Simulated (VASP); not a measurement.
**Pd (Palladium): input slips in a relaxation and what they do**

Aim: see how common mistakes in a VASP relaxation show up, on Pd (Palladium). The starting structure is a measured crystal structure from the Crystallography Open Database. The first relaxation on each setting starts from this cell expanded by 3 % in volume.

Program: VASP 6.6.1. Level of theory: Kohn-Sham DFT with plane waves and PAW; PBEsol. Results are calculated unless marked as measured.

### 1. Set-up

Symmetry: Fm-3m, No. 225, cubic system. The conventional cell has a = 3.890 Å, b = 3.890 Å, c = 3.890 Å, α = 90.00°, β = 90.00°, γ = 90.00°. Nearest to Pd lie 12 Pd at 2.75 Å.

### 2. Reference relaxation

This run starts from the cell of an earlier relaxation, which isn't shown; the restart sets up the plane waves anew.

The input, INCAR:

```
SYSTEM = Pd
PREC = Accurate
ENCUT = 450
EDIFF = 1E-06
NELM = 100
ISMEAR = 1
SIGMA = 0.15
LREAL = .FALSE.
ALGO = Normal
GGA = PS
NBANDS = 11
LORBIT = 11
LWAVE = .FALSE.
LCHARG = .FALSE.
KPAR = 4
IBRION = 2
NSW = 50
ISIF = 3
EDIFFG = -0.006
```

The input, POSCAR:

```
Pd
1.0
    0.0000000000      1.9362631182      1.9362631182
    1.9362631182      0.0000000000      1.9362631182
    1.9362631182      1.9362631182      0.0000000000
Pd
1
Direct
    0.0000000000      0.0000000000      0.0000000000
```

The input, KPOINTS:

```
Automatic mesh
0
Gamma
20 20 20
0 0 0
```

PAW data sets: Pd (PBE family, release 64).

Started as:

```sh
$ mpirun -np 4 vasp_std
```

What it wrote:

```text
[banner, memory and clock lines left out]
running    4 mpi-ranks, on    1 nodes
 distrk:  each k-point on    1 cores,    4 groups
 distr:  one band on    1 cores,    1 groups

 POSCAR found type information on POSCAR Pd
 POSCAR found :  1 types and       1 ions
|                                                                             |
|               ----> ADVICE to this user running VASP <----                  |
|                                                                             |
|     You enforced a specific xc type in the INCAR file but a different       |
|     [... a line on the potential file left out ...]
|     I HOPE YOU KNOW WHAT YOU ARE DOING!                                     |
|                                                                             |

 LDA part: xc-table for (Slater+PW92), standard interpolation
 POSCAR, INCAR and KPOINTS ok, starting setup
 FFT: planning ... GRIDC
 FFT: planning ... GRID_SOFT
 FFT: planning ... GRID
 WAVECAR not read
 entering main loop
       N       E                     dE             d eps       ncg     rms          rms(c)
DAV:   1     0.371677077304E+02    0.37168E+02   -0.47514E+03  5667   0.756E+02
DAV:   2    -0.584397361199E+01   -0.43012E+02   -0.41716E+02  6370   0.171E+02
DAV:   3    -0.635173352718E+01   -0.50776E+00   -0.50501E+00  6713   0.197E+01
DAV:   4    -0.635391321445E+01   -0.21797E-02   -0.21794E-02  6820   0.138E+00
DAV:   5    -0.635393630358E+01   -0.23089E-04   -0.23088E-04  7469   0.128E-01    0.870E+00
DAV:   6    -0.597625775805E+01    0.37768E+00   -0.15312E+00  6916   0.101E+01    0.387E+00
DAV:   7    -0.596394973385E+01    0.12308E-01   -0.41420E-02  7500   0.129E+00    0.200E+00
DAV:   8    -0.595913881349E+01    0.48109E-02   -0.23530E-03  6980   0.482E-01    0.139E-01
DAV:   9    -0.595906422006E+01    0.74593E-04   -0.33574E-04  7437   0.155E-01    0.165E-02
DAV:  10    -0.595906979297E+01   -0.55729E-05   -0.48547E-06  7058   0.197E-02    0.122E-02
DAV:  11    -0.595906911335E+01    0.67962E-06   -0.13929E-07  4852   0.372E-03
   1 F= -.59590691E+01 E0= -.59582576E+01  d E =-.595907E+01
 curvature:   0.00 expect dE= 0.000E+00 dE for cont linesearch  0.000E+00
 trial: gam= 0.00000 g(F)=  0.724E-63 g(S)=  0.349E-06 ort = 0.000E+00 (trialstep = 0.100E+01)
 search vector abs. value=  0.349E-06
 reached required accuracy - stopping structural energy minimisation
```

Wall time 3.6 s (4 MPI ranks of Intel Xeon 6975P-C (Granite Rapids), shared host); peak memory 0.57 GiB.

The logs omit lines about the potential files and the build; timing stands in the text.

OUTCAR, selected parts (step 2):

```text
ion  position               nearest neighbor table
   1  0.000  0.000  0.000-

  LATTYP: Found a face centered cubic cell.
 ALAT       =     3.8725262364

 Subroutine GETGRP returns: Found 48 space group operations
 (whereof 48 operations were pure point group operations)

The static configuration has the point symmetry O_h .

 Found    256 irreducible k-points:

   k-points           NKPTS =    256   k-points in BZ     NKDIM =    256   number of bands    NBANDS=     11

   dimension x,y,z NGX =    20 NGY =   20 NGZ =   20
   dimension x,y,z NGXF=    40 NGYF=   40 NGZF=   40

   ENCUT  =  450.0 eV  33.07 Ry    5.75 a.u.   4.74  4.74  4.74*2*pi/ulx,y,z

   NELECT =      10.0000    total number of electrons

 k-points in reciprocal lattice and weights: Automatic mesh
   0.00000000  0.00000000  0.00000000       0.000
   0.05000000  0.00000000  0.00000000       0.001
   0.10000000  0.00000000  0.00000000       0.001
   0.15000000  0.00000000  0.00000000       0.001
   0.20000000  0.00000000  0.00000000       0.001
   0.25000000  0.00000000  0.00000000       0.001
   0.30000000  0.00000000  0.00000000       0.001
   0.35000000  0.00000000  0.00000000       0.001
   0.40000000  0.00000000  0.00000000       0.001
[...]
-0.30000000  0.50000000  0.20000000       0.002
  -0.25000000  0.50000000  0.25000000       0.001

 average (electrostatic) potential at core
       1 -70.2831

 E-fermi :   9.8682

 k-point     1 :       0.0000    0.0000    0.0000
  band No.  band energies     occupation
    ...
      2       6.9533      2.00000
      3       6.9533      2.00000
      4       6.9533      2.00000
      5       8.6321      2.00000
      6       8.6321      2.00000
      7      27.0235      0.00000
      8      31.8857      0.00000
      9      31.8857      0.00000
     10      31.8857      0.00000
     11      35.9078      0.00000

 k-point     2 :       0.0500    0.0000    0.0000
  band No.  band energies     occupation
    ...
      2       6.9190      2.00000
      3       6.9861      2.00000
      4       6.9861      2.00000
      5       8.6157      2.00000
      6       8.6157      2.00000
      7      27.1270      0.00000
      8      31.2529      0.00000
      9      31.9951      0.00000
     10      31.9951      0.00000
     11      35.9472      0.00000

 k-point     3 :       0.1000    0.0000    0.0000
  band No.  band energies     occupation
    ...
      2       6.8300      2.00000
      3       7.0748      2.00000
      4       7.0748      2.00000
      5       8.5782      2.00000
      6       8.5782      2.00000
      7      27.3826      0.00000
      8      29.9057      0.00000
      9      32.3099      0.00000
     10      32.3099      0.00000
     11      35.9817      0.00000

  Total        0.0015524      0.0015524      0.0015524      0.0000000      0.0000000     -0.0000000
  in kB        0.1713097      0.1713097      0.1713097      0.0000000      0.0000000     -0.0000000
  external PRESSURE =       0.1713097 kB  Pullay stress =       0.0000000 kB

  energy-cutoff  :      450.00
  volume of cell :       14.52
      direct lattice vectors                 reciprocal lattice vectors
     0.000000000  1.936263118  1.936263118    -0.258229367  0.258229367  0.258229367
     1.936263118  0.000000000  1.936263118     0.258229367 -0.258229367  0.258229367
     1.936263118  1.936263118  0.000000000     0.258229367  0.258229367 -0.258229367

 POSITION                                       TOTAL-FORCE (eV/Angst)
 -----------------------------------------------------------------------------------
      0.00000      0.00000      0.00000         0.000000     -0.000000      0.000000
 -----------------------------------------------------------------------------------
    total drift:                                0.000000      0.000000      0.000000

  FREE ENERGIE OF THE ION-ELECTRON SYSTEM (eV)
  ---------------------------------------------------
  free  energy   TOTEN  =        -5.9590691134 eV

  energy  without entropy=       -5.9566345032  energy(sigma->0) =       -5.95825758

 reached required accuracy - stopping structural energy minimisation

 total charge
# of ion       s       p       d       tot
------------------------------------------
    1        0.492   0.502   8.463   9.458

[... 3 further parts left out ...]
```

The PAW data sets were made with PBE, which is usual practice but a small mismatch for other functionals. The run keeps the 48 symmetry operations of its start, so it cannot find a distortion of lower symmetry.

The reference relaxation ends at 14.519 Å³ an atom.

### 3. Relaxation with a k mesh far too coarse

A slip made on purpose: a k mesh far too coarse. Against step 2 the input has a 2×2×2 mesh (also changed: NELM, NCORE and KPAR).

Edit INCAR of step 2 so:

```diff
@@ -4,3 +4,3 @@
 EDIFF = 1E-06
-NELM = 100
+NELM = 60
 ISMEAR = 1
@@ -14,3 +14,3 @@
 LCHARG = .FALSE.
-KPAR = 4
+NCORE = 4
 IBRION = 2
```

The input, POSCAR:

```
Pd
1.0
    0.0000000000      1.9641576881      1.9641576881
    1.9641576881      0.0000000000      1.9641576881
    1.9641576881      1.9641576881      0.0000000000
Pd
1
Direct
    0.0000000000      0.0000000000      0.0000000000
```

The input, KPOINTS:

```
Automatic mesh
0
Gamma
2 2 2
0 0 0
```

Started as:

```sh
$ mpirun -np 4 vasp_std
```

What it wrote:

```text
[banner, memory and clock lines left out]
running    4 mpi-ranks, on    1 nodes
[...]
[... a notice as in an earlier step ...]

 LDA part: xc-table for (Slater+PW92), standard interpolation
 POSCAR, INCAR and KPOINTS ok, starting setup
[...]
entering main loop
       N       E                     dE             d eps       ncg     rms          rms(c)
DAV:   1     0.375550364743E+02    0.37555E+02   -0.47475E+03    66   0.761E+02
DAV:   2    -0.236586656031E+01   -0.39921E+02   -0.38553E+02    72   0.163E+02
DAV:   3    -0.293031573490E+01   -0.56445E+00   -0.56316E+00    78   0.200E+01
DAV:   4    -0.293325899545E+01   -0.29433E-02   -0.29428E-02    75   0.154E+00
[...]
DAV:  17    -0.267042043035E+01    0.54266E-05   -0.15308E-06    42   0.119E-02    0.919E-03
DAV:  18    -0.267041845073E+01    0.19796E-05   -0.13974E-07    45   0.455E-03    0.607E-03
DAV:  19    -0.267041798974E+01    0.46099E-06   -0.39719E-08    33   0.205E-03
   1 F= -.26704180E+01 E0= -.26576880E+01  d E =-.267042E+01
[... from here on, the cycles between the ionic steps are left out ...]
   2 F= -.33600219E+01 E0= -.33606702E+01  d E =-.689604E+00
   3 F= -.34798187E+01 E0= -.34808908E+01  d E =-.809401E+00
   4 F= -.34805594E+01 E0= -.34817226E+01  d E =-.810141E+00
   5 F= -.34808726E+01 E0= -.34819791E+01  d E =-.810455E+00
   6 F= -.34806479E+01 E0= -.34817146E+01  d E =-.810230E+00
   7 F= -.34806544E+01 E0= -.34817215E+01  d E =-.647686E-05
   8 F= -.34806734E+01 E0= -.34817414E+01  d E =-.254869E-04
   9 F= -.34806734E+01 E0= -.34817417E+01  d E =0.180421E-08
  10 F= -.34806738E+01 E0= -.34817421E+01  d E =-.378250E-06
  11 F= -.34806745E+01 E0= -.34817428E+01  d E =-.113299E-05
  12 F= -.34806760E+01 E0= -.34817443E+01  d E =-.263905E-05
  13 F= -.34806790E+01 E0= -.34817473E+01  d E =-.562709E-05
  14 F= -.34806849E+01 E0= -.34817538E+01  d E =-.115349E-04
  15 F= -.34806964E+01 E0= -.34817660E+01  d E =-.230620E-04
  16 F= -.34807184E+01 E0= -.34817894E+01  d E =-.450435E-04
  17 F= -.34807576E+01 E0= -.34818324E+01  d E =-.842561E-04
  18 F= -.34808190E+01 E0= -.34819016E+01  d E =-.145657E-03
  19 F= -.34808732E+01 E0= -.34819746E+01  d E =-.199850E-03
[...]
reached required accuracy - stopping structural energy minimisation
```

Elapsed: 2.2 s, on 4 MPI ranks; peak memory 0.37 GiB; 6.8 s of CPU time.

Parts of OUTCAR (step 3):

```text
  Total        0.0035229      0.0035229      0.0035229      0.0000000      0.0000000      0.0000000
  in kB        0.2473986      0.2473986      0.2473986      0.0000000      0.0000000      0.0000000
  external PRESSURE =       0.2473986 kB  Pullay stress =       0.0000000 kB

 POSITION                                       TOTAL-FORCE (eV/Angst)
 -----------------------------------------------------------------------------------
      0.00000      0.00000      0.00000         0.000000      0.000000      0.000000
 -----------------------------------------------------------------------------------
    total drift:                                0.000000      0.000000      0.000000

  FREE ENERGIE OF THE ION-ELECTRON SYSTEM (eV)
  ---------------------------------------------------
  free  energy   TOTEN  =        -3.4808732365 eV

  energy  without entropy=       -3.4841773555  energy(sigma->0) =       -3.48197461

[... 1 part as in an earlier step ...]

[... 3 further parts left out ...]
[key lines of the parts left out:]
E-fermi :   5.3351
```

Logs of long relaxations may skip ionic steps without a mark.

With a k mesh far too coarse the cell ends at 22.815 Å³ an atom, +57.14 % from the reference.

### 4. Relaxation with an ionic step far too long

A slip made on purpose: an ionic step far too long. Against step 2 the input has IBRION = 1 and POTIM = 2 (also changed: NELM and NSW).

Edit INCAR of step 3 so:

```diff
@@ -14,6 +14,7 @@
 LCHARG = .FALSE.
-NCORE = 4
-IBRION = 2
-NSW = 50
+KPAR = 4
+IBRION = 1
+NSW = 30
 ISIF = 3
 EDIFFG = -0.006
+POTIM = 2
```

POSCAR is that of step 3.

The input, KPOINTS:

```
Automatic mesh
0
Gamma
20 20 20
0 0 0
```

Started as:

```sh
$ mpirun -np 4 vasp_std
```

What it wrote:

```text
[banner, memory and clock lines left out]
running    4 mpi-ranks, on    1 nodes
[...]
[... a notice as in an earlier step ...]

 LDA part: xc-table for (Slater+PW92), standard interpolation
 POSCAR, INCAR and KPOINTS ok, starting setup
[...]
entering main loop
       N       E                     dE             d eps       ncg     rms          rms(c)
DAV:   1     0.370273497587E+02    0.37027E+02   -0.46825E+03  5680   0.749E+02
DAV:   2    -0.579332774583E+01   -0.42821E+02   -0.41386E+02  6403   0.169E+02
DAV:   3    -0.632588921127E+01   -0.53256E+00   -0.52956E+00  6701   0.196E+01
DAV:   4    -0.632841716636E+01   -0.25280E-02   -0.25277E-02  6784   0.147E+00
[...]
DAV:   9    -0.594295960245E+01    0.20749E-04   -0.10752E-04  7639   0.876E-02    0.149E-02
DAV:  10    -0.594296399887E+01   -0.43964E-05   -0.31825E-06  6999   0.170E-02    0.819E-03
DAV:  11    -0.594296353630E+01    0.46258E-06   -0.67098E-08  4615   0.267E-03
   1 F= -.59429635E+01 E0= -.59419198E+01  d E =-.594296E+01
[... from here on, the cycles between the ionic steps are left out ...]
   2 F= -.33546451E+01 E0= -.33548429E+01  d E =0.258832E+01
   3 F= -.59554651E+01 E0= -.59545461E+01  d E =-.260082E+01
   4 F= -.59583439E+01 E0= -.59574826E+01  d E =-.287885E-02
   5 F= -.59591491E+01 E0= -.59583404E+01  d E =-.805176E-03
   6 F= -.59591536E+01 E0= -.59583420E+01  d E =-.446005E-05
 BRION: g(F)=  0.194E-62 g(S)=  0.545E-05 retain N=  1 mean eig= 0.14
 eig:   0.141
 reached required accuracy - stopping structural energy minimisation
```

Wall time 13 s (4 MPI ranks); peak memory 0.66 GiB.

From OUTCAR (step 4):

```text
  Total        0.0030687      0.0030687      0.0030687      0.0000000      0.0000000      0.0000000
  in kB        0.3386556      0.3386556      0.3386556      0.0000000      0.0000000      0.0000000
  external PRESSURE =       0.3386556 kB  Pullay stress =       0.0000000 kB

 POSITION                                       TOTAL-FORCE (eV/Angst)
 -----------------------------------------------------------------------------------
     -0.00000     -0.00000     -0.00000        -0.000000     -0.000000     -0.000000
 -----------------------------------------------------------------------------------
    total drift:                                0.000000      0.000000      0.000000

  FREE ENERGIE OF THE ION-ELECTRON SYSTEM (eV)
  ---------------------------------------------------
  free  energy   TOTEN  =        -5.9591535679 eV

  energy  without entropy=       -5.9567189743  energy(sigma->0) =       -5.95834204

[... 2 parts as in an earlier step ...]

[... 2 further parts left out ...]
[key lines of the parts left out:]
E-fermi :   9.8692
```

With an ionic step far too long the cell ends at 14.518 Å³ an atom, +0.00 % from the reference.

[end of part 1 of 2]

[Lines on the potential files, build, host, timing and source positions are cut from VASP's logs without a mark.]

[Logs are printed without paths, hosts, clocks, repeated set-up lines and the standing remarks that a program may print on its own settings, such as how far it seeks lower states.]

[Hosts, paths, dates, database ids (printed as entryN), source tags and the programs' standing remarks are cut or masked in the printed files.]
